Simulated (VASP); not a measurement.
An input for Quantum ESPRESSO's pw.x (written as the equivalent of a VASP run, and not itself run):

```
&CONTROL
  calculation = 'vc-relax'
  pseudo_dir = './pseudo'
  outdir = './out'
  tprnfor = .true.
  tstress = .true.
  nstep = 60
  forc_conv_thr = 0.00039
/
&SYSTEM
  ibrav = 0
  nat = 2
  ntyp = 2
  ecutwfc = 70
  occupations = 'smearing'
  smearing = 'gaussian'
  degauss = 0.003675
  input_dft = 'pbe'
  vdw_corr = 'grimme-d3'
  dftd3_version = 3
  dftd3_threebody = .false.
/
&ELECTRONS
  conv_thr = 7.3e-08
  electron_maxstep = 100
/
&IONS
/
&CELL
/
ATOMIC_SPECIES
  Cs 132.905 Cs.upf
  I 126.904 I.upf
CELL_PARAMETERS angstrom
     4.5700000    0.0000000    0.0000000
     0.0000000    4.5700000    0.0000000
     0.0000000    0.0000000    4.5700000
ATOMIC_POSITIONS crystal
  Cs   0.0000000  0.0000000  0.0000000
  I    0.5000000  0.5000000  0.5000000
K_POINTS automatic
  5 5 5 0 0 0
```

Question: Translate this input to VASP (INCAR, KPOINTS, POSCAR, choice of POTCAR).

Answer: This is not unique; one that fits is 
INCAR:
```
ALGO  =  Normal
EDIFF  =  1E-6
EDIFFG  =  -0.01
ENCUT  =  520
GGA  =  PE
IBRION  =  2
ISIF  =  3
ISMEAR  =  0
IVDW  =  11
LASPH  =  .True.
LCHARG  =  .False.
LMAXMIX  =  4
LREAL  =  .False.
LWAVE  =  .False.
NELM  =  100
NSW  =  60
PREC  =  Accurate
SIGMA  =  0.05
SYSTEM  =  CsI
```

### KPOINTS
```
K-points
0
gamma
 5 5 5
```

POSCAR:
```
CsI
1.0
  4.5700000000   0.0000000000   0.0000000000
  0.0000000000   4.5700000000   0.0000000000
  0.0000000000   0.0000000000   4.5700000000
Cs I
1 1
Direct
  0.0000000000   0.0000000000   0.0000000000
  0.5000000000   0.5000000000   0.5000000000
```

POTCAR, in this order: Cs_sv I (PBE.64 set). Program: vasp_std.

What does not carry over: the potentials are each code's own (VASP's PAW set, PseudoDojo norm-conserving files in pw.x), so ENCUT and ecutwfc are chosen apart and not converted; conv_thr bounds pw.x's estimated SCF error, while EDIFF bounds the energy change between steps; forc_conv_thr acts on force components and is met together with etot_conv_thr.

The compound is CsI in the CsCl type structure. This run relaxes it. Symmetry was kept, so distortions that lower it aren't found.
